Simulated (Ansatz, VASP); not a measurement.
## Two plane-wave programs on Na3SBr

```
S Br Na
1.0
     5.24150    0.00000    0.00000
     0.00000    5.24150    0.00000
     0.00000    0.00000    5.24150
S Br Na
1 1 3
Direct
  0.00000 0.00000 0.00000
  0.50000 0.50000 0.50000
  0.50000 0.50000 0.00000
  0.50000 0.00000 0.50000
  0.00000 0.50000 0.50000
```

Alike in both runs: task single point; functional PBE; k mesh 6 × 6 × 6; occupations gaussian, width 0.02 eV; no spin polarisation.

|  | VASP | Ansatz |
| --- | --- | --- |
| version | VASP 6.6.1 | Ansatz 0.2.0 |
| potentials or method | VASP PAW PBE potentials, release 64 (S, Br, Na_pv) | scalar-relativistic, plane waves, PAW |
| plane-wave cutoff (eV) | 520 | 420 |
| valence electrons in the cell | 34 | 40 |

|  | VASP | Ansatz | Ansatz less VASP |
| --- | --- | --- | --- |
| gap on the k mesh at the Fermi level (eV) | 1.05 | 1.05 | 0.000 |
| least direct gap on the mesh (eV) | 1.10 | 1.10 | 0.000 |
| pressure (GPa) | 0.3 | 0.3 | -0.02 |

The two sets of potentials don't hold the same shells in valence.

A k mesh can miss the band edges.
